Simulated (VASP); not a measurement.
Here is the system:

```xyz
3
Lattice="-1.6050 1.6050 3.9250 1.6050 -1.6050 3.9250 1.6050 1.6050 -3.9250" Properties=species:S:1:pos:R:3 pbc="T T T"
Si     0.0000     0.0000     5.2203
Si     0.0000     0.0000     2.6298
Mo     0.0000     0.0000     0.0000
```

Method: PBE GGA + U (Dudarev), VASP's PBE PAW potentials (set 64) (plane waves; VASP 6.6.1). Settings: 400 eV cut-off, 12×12×12 Γ-centred mesh, first-order Methfessel-Paxton smearing of 0.10 eV, potentials Si Mo_sv, U − J: Mo 6.00 eV.

### Question
Which forces act on the atoms, in eV/Å?

### Answer

```csv
atom,Fx,Fy,Fz
Si1,0.000,0.000,-0.217
Si2,0.000,0.000,0.217
Mo3,0.000,0.000,0.000
```

### Question
Give the stress tensor in GPa (positive for a compressed cell).

### Answer

```
5.12  0.00  0.00
0.00  5.12  0.00
0.00  0.00  5.35
```
The pressure is its mean diagonal, 5.20 GPa.

The compound is MoSi2 in the MoSi2 type structure. The cell was not relaxed at this level. The run is one of a series of settings (LDAU = .TRUE., LDAUJ = 0 0, LDAUL = -1 2, LDAUTYPE = 2, LDAUU = 0 6.0 against the base run), some of them coarse on purpose.
